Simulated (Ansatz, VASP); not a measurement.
# RbBeBr3: VASP beside Ansatz

Wanted: the spread between two codes on one cell, functional and k mesh. The cell is invented: As first built, before any earlier steps moved the atoms (in the runner's words): it takes the RbCaBr3 structure with some of its atoms replaced by other elements, volume scaled by an estimate. It may not be a known or stable phase. The cell is taken from a series of VASP runs on this material, whose earlier steps may have relaxed, scaled or displaced it; both programs get it as it stands.

Method: plane waves, with VASP 6.6.1 beside it; relaxation of cell and atoms at PBE with D3(BJ), in Ansatz 0.2.0.

## Step 1: The structure

The structure is monoclinic, space group Cm (No. 8). Conventional cell: a = 7.812 Å, b = 7.216 Å, c = 5.754 Å, α = 90.00°, β = 98.88°, γ = 90.00°. Nearest to Rb lie 10 Br at 3.53 to 4.04 Å and 2 Be at 4.02 to 4.08 Å. Br has 2 Be at 2.05 to 3.89 Å and 3 Rb at 3.53 to 3.91 Å nearest. Nearest to Br lie 2 Be at 2.08 to 4.08 Å and 4 Rb at 3.64 to 4.04 Å. Nearest to Be lie 3 Br at 2.05 to 2.08 Å. As first built, before any earlier steps moved the atoms (in the runner's words): sites of the RbCaBr3 structure (space group 8) filled with other elements, volume scaled by an estimate. Farther neighbours and most contacts between anions are not listed.

## Step 2: VASP: relaxation of cell and atoms, PBE with D3(BJ)

The relaxed volume is the usual yardstick between codes: its relative difference is about their pressure difference at one cell divided by the bulk modulus.

Lines of VASP's logs that name or quote its potential files are left out, and so is its time.

File INCAR:

```
SYSTEM = RbBeBr3
PREC = Accurate
ENCUT = 400
EDIFF = 1E-06
NELM = 100
ISMEAR = -1
SIGMA = 0.05
LREAL = .FALSE.
ALGO = Normal
GGA = PE
IVDW = 12
NBANDS = 22
LORBIT = 11
LWAVE = .FALSE.
LCHARG = .FALSE.
KPAR = 2
IBRION = 2
NSW = 60
ISIF = 3
EDIFFG = -0.01
```

File POSCAR:

```
RbBeBr3
1.0
    3.8929175230     -3.6078884101      0.3187850456
    3.8929175230      3.6078884101      0.3187850456
    0.4217128277      0.0000000000      5.7386948685
Rb Br Be
1 3 1
Direct
    0.0114395215      0.0114395215      0.9548875297
    0.5438864420      0.0438299031      0.5275334667
    0.5151932364      0.5151932364      0.0423034508
    0.0438299031      0.5438864420      0.5275334667
    0.3809298971      0.3809298971      0.3844520860
```

File KPOINTS:

```
Automatic mesh
0
Gamma
5 5 5
0 0 0
```

Potentials, in the order of the species: Rb_sv, Br and Be (PBE family, release 64).

On the command line:

```bash
$ mpirun -np 2 vasp_std
```

Numbers of over 12 decimals in the logs are rounded to 6 here.

Output:

```text
[banner, memory and clock lines left out]
running    2 mpi-ranks, on    1 nodes
 distrk:  each k-point on    1 cores,    2 groups
 distr:  one band on    1 cores,    1 groups

 POSCAR found type information on POSCAR RbBrBe
 POSCAR found :  3 types and       5 ions
 LDA part: xc-table for (Slater+PW92), standard interpolation
 POSCAR, INCAR and KPOINTS ok, starting setup
 FFT: planning ... GRIDC
 FFT: planning ... GRID_SOFT
 FFT: planning ... GRID
 WAVECAR not read
 entering main loop
       N       E                     dE             d eps       ncg     rms          rms(c)
DAV:   1     0.175340486129E+03    0.17534E+03   -0.11358E+04  1716   0.999E+02
DAV:   2    -0.222565630043E+01   -0.17757E+03   -0.17076E+03  2444   0.200E+02
DAV:   3    -0.162633030880E+02   -0.14038E+02   -0.13990E+02  2602   0.613E+01
DAV:   4    -0.164981028565E+02   -0.23480E+00   -0.23450E+00  2286   0.779E+00
DAV:   5    -0.165045493590E+02   -0.64465E-02   -0.64460E-02  2506   0.105E+00    0.616E+00
DAV:   6    -0.162026037724E+02    0.30195E+00   -0.41397E-01  2184   0.284E+00    0.323E+00
DAV:   7    -0.161460019986E+02    0.56602E-01   -0.34972E-01  2184   0.265E+00    0.981E-01
DAV:   8    -0.161534035063E+02   -0.74015E-02   -0.29166E-02  2438   0.896E-01    0.296E-01
DAV:   9    -0.161543537099E+02   -0.95020E-03   -0.14724E-03  2292   0.222E-01    0.863E-02
DAV:  10    -0.161547155331E+02   -0.36182E-03   -0.60149E-04  2148   0.144E-01    0.300E-02
DAV:  11    -0.161547455251E+02   -0.29992E-04   -0.58989E-05  2166   0.443E-02    0.271E-02
DAV:  12    -0.161547507399E+02   -0.52148E-05   -0.12560E-05  2168   0.203E-02    0.312E-03
DAV:  13    -0.161547511358E+02   -0.39589E-06   -0.70269E-07  1554   0.532E-03
   1 F= -.17169949E+02 E0= -.17169949E+02  d E =-.171699E+02
[... from here on, the cycles between the ionic steps are left out ...]
   2 F= -.17173969E+02 E0= -.17173969E+02  d E =-.401995E-02
   3 F= -.17174168E+02 E0= -.17174168E+02  d E =-.421887E-02
   4 F= -.17175526E+02 E0= -.17175526E+02  d E =-.135841E-02
  20 F= -.17194160E+02 E0= -.17194160E+02  d E =-.261001E-03
  21 F= -.17194264E+02 E0= -.17194264E+02  d E =-.365383E-03
  22 F= -.17194368E+02 E0= -.17194368E+02  d E =-.104275E-03
  23 F= -.17194369E+02 E0= -.17194369E+02  d E =-.104992E-03
  24 F= -.17194534E+02 E0= -.17194534E+02  d E =-.165209E-03
  25 F= -.17194585E+02 E0= -.17194585E+02  d E =-.215965E-03
  26 F= -.17194690E+02 E0= -.17194690E+02  d E =-.104907E-03
  27 F= -.17194710E+02 E0= -.17194710E+02  d E =-.125311E-03
  28 F= -.17194765E+02 E0= -.17194765E+02  d E =-.545280E-04
  29 F= -.17194845E+02 E0= -.17194845E+02  d E =-.134038E-03
  30 F= -.17194846E+02 E0= -.17194846E+02  d E =-.135118E-03
 curvature:  -9.48 expect dE=-0.147E-03 dE for cont linesearch -0.121E-06
 ZBRENT: increasing intervall
 opt :   2.4243  next Energy=   -17.194846 (dE=-0.135E-03)
 bond charge predicted
       N       E                     dE             d eps       ncg     rms          rms(c)
DAV:   1    -0.161747266768E+02    0.16417E-03   -0.29774E-03  1740   0.286E-01    0.254E-02
DAV:   2    -0.161747212759E+02    0.54010E-05   -0.10320E-04  2106   0.591E-02    0.134E-02
DAV:   3    -0.161747161827E+02    0.50932E-05   -0.62346E-06  2166   0.144E-02    0.631E-03
DAV:   4    -0.161747153330E+02    0.84968E-06   -0.23137E-06  1728   0.921E-03
  31 F= -.17194845E+02 E0= -.17194845E+02  d E =-.135001E-03
 curvature: -26.53 expect dE=-0.355E-03 dE for cont linesearch -0.976E-06
 trial: gam=-0.04845 g(F)=  0.777E-05 g(S)=  0.563E-05 ort =-0.596E-05 (trialstep = 0.907E+00)
 search vector abs. value=  0.162E-04
 reached required accuracy - stopping structural energy minimisation
```

From OUTCAR (step 2):

```text
ion  position               nearest neighbor table
   1  0.011  0.011  0.955-   2 3.53   4 3.53   3 3.64   3 3.64   2 3.67   4 3.67   3 3.83   4 3.91
                             2 3.91   5 4.02   3 4.04   5 4.08
   2  0.544  0.044  0.528-   5 2.05   1 3.53   1 3.67   1 3.91
   3  0.515  0.515  0.042-   5 2.08   1 3.64   1 3.64   1 3.83   1 4.04
   4  0.044  0.544  0.528-   5 2.05   1 3.53   1 3.67   1 3.91
   5  0.381  0.381  0.384-   2 2.05   4 2.05   3 2.08   1 4.02   1 4.08

  LATTYP: Found a base centered monoclinic cell.
 ALAT       =     7.8118962477
 B/A-ratio  =     0.9236908161
 C/A-ratio  =     0.7365905517
 COS(beta)  =    -0.1544395277

 Subroutine GETGRP returns: Found  2 space group operations
 (whereof  2 operations were pure point group operations)

The static configuration has the point symmetry C_1h.

 Found     39 irreducible k-points:

   k-points           NKPTS =     39   k-points in BZ     NKDIM =     39   number of bands    NBANDS=     22

   dimension x,y,z NGX =    36 NGY =   36 NGZ =   40
   dimension x,y,z NGXF=    72 NGYF=   72 NGZF=   80

   ENCUT  =  400.0 eV  29.40 Ry    5.42 a.u.   8.67  8.67  9.38*2*pi/ulx,y,z

   NELECT =      32.0000    total number of electrons

 k-points in reciprocal lattice and weights: Automatic mesh
   0.00000000  0.00000000  0.00000000       0.008
   0.20000000  0.00000000 -0.00000000       0.032
   0.40000000  0.00000000  0.00000000       0.032
   0.20000000  0.20000000  0.00000000       0.016
   0.40000000  0.20000000  0.00000000       0.032
  -0.40000000  0.20000000  0.00000000       0.032
  -0.20000000  0.20000000  0.00000000       0.016
   0.40000000  0.40000000  0.00000000       0.016
  -0.40000000  0.40000000  0.00000000       0.016
[...]
-0.20000000 -0.40000000  0.40000000       0.032
  -0.20000000 -0.20000000  0.40000000       0.016

 Edisp (eV)   -1.01995

 average (electrostatic) potential at core
       1 -38.1723       2 -64.6416       3 -64.6399       4 -64.6416       5 -39.5625

 E-fermi :   0.3330

 k-point     1 :       0.0000    0.0000    0.0000
  band No.  band energies     occupation
    ...
     12      -1.8256      2.00000
     13      -1.4924      2.00000
     14      -1.2057      2.00000
     15      -1.1984      2.00000
     16      -1.0655      2.00000
     17       3.3773      0.00000
     18       3.5389      0.00000
     19       5.2978      0.00000
     20       5.2999      0.00000
     21       5.4651      0.00000
    ...

 k-point     2 :       0.2000    0.0000   -0.0000
  band No.  band energies     occupation
    ...
     12      -1.8674      2.00000
     13      -1.6060      2.00000
     14      -1.3533      2.00000
     15      -1.3240      2.00000
     16      -1.1544      2.00000
     17       3.6722      0.00000
     18       4.0577      0.00000
     19       5.4726      0.00000
     20       5.6862      0.00000
     21       5.7261      0.00000
    ...

 k-point     3 :       0.4000    0.0000    0.0000
  band No.  band energies     occupation
    ...
     12      -1.9287      2.00000
     13      -1.8787      2.00000
     14      -1.6130      2.00000
     15      -1.3941      2.00000
     16      -1.2276      2.00000
     17       4.2848      0.00000
     18       5.0283      0.00000
     19       5.8176      0.00000
     20       6.2998      0.00000
     21       6.5265      0.00000
    ...

 Edisp (eV)   -1.02013

  Total       0.01360    -0.01853     0.00707     0.00000     0.00000    -0.00150
  in kB       0.13641    -0.18586     0.07089     0.00000     0.00000    -0.01508
  external pressure =        0.01 kB  Pullay stress =        0.00 kB

  energy-cutoff  :      400.00
  volume of cell :      159.77
      direct lattice vectors                 reciprocal lattice vectors
     4.022812601 -3.667189462  0.257117501     0.124827838 -0.136344196 -0.008396941
     4.022812601  3.667189462  0.257117501     0.124827838  0.136344196 -0.008396941
     0.365834101  0.000000000  5.438442327    -0.011803167  0.000000000  0.184670157

 POSITION                                       TOTAL-FORCE (eV/Angst)
 -----------------------------------------------------------------------------------
      8.35436      0.00000      5.85820         0.004585     -0.000000     -0.002457
      2.52242     -1.79129      2.98855        -0.001824     -0.000869      0.004762
      4.31313      0.00000      0.45732        -0.003539     -0.000000      0.000727
      2.52242      1.79129      2.98855        -0.001824      0.000869      0.004762
      3.25518      0.00000      2.24245         0.002603     -0.000000     -0.007794
 -----------------------------------------------------------------------------------
    total drift:                               -0.000455      0.000000      0.000396

  FREE ENERGIE OF THE ION-ELECTRON SYSTEM (eV)
  ---------------------------------------------------
  free  energy   TOTEN  =       -17.1948454866 eV

  energy  without entropy=      -17.1948454865  energy(sigma->0) =      -17.19484549

 reached required accuracy - stopping structural energy minimisation

 total charge
# of ion       s       p       d       tot
------------------------------------------
    1        1.935   5.356   0.014   7.304
    2        1.607   3.305   0.013   4.925
    3        1.607   3.305   0.013   4.925
    4        1.607   3.305   0.013   4.925
    5        0.399   0.601   0.000   1.000
--------------------------------------------------
tot          7.153  15.873   0.054  23.079

[... 3 further parts left out ...]
```

CONTCAR:

```
RbBeBr3
   1.00000000000000
     4.0228126012335901   -3.6671894619117027    0.2571175012338841
     4.0228126012335901    3.6671894619117027    0.2571175012338841
     0.3658341011909806    0.0000000000000000    5.4384423269425142
  Rb              Br              Be
     1     3     1
Direct
     0.9936651525852972    0.9936651525852972    0.9832275553930182
     0.5340062115526594    0.0455416198868965    0.5221225854928930
     0.5345588048745284    0.5345588048745284    0.0335450837195370
     0.0455416198868965    0.5340062115526594    0.5221225854928930
     0.3875072112006238    0.3875072112006238    0.3756921898016627
```

The run keeps the 2 symmetry operations of its start, so it cannot find a distortion of lower symmetry.

[end of part 1 of 2]

[Lines on the potential files, build, host, timing and source positions are cut from VASP's logs without a mark.]

[Logs are printed without paths, hosts, clocks, repeated set-up lines and the standing remarks that a program may print on its own settings, such as how far it seeks lower states.]

[Hosts, paths, dates, database ids (printed as entryN), source tags and the programs' standing remarks are cut or masked in the printed files.]
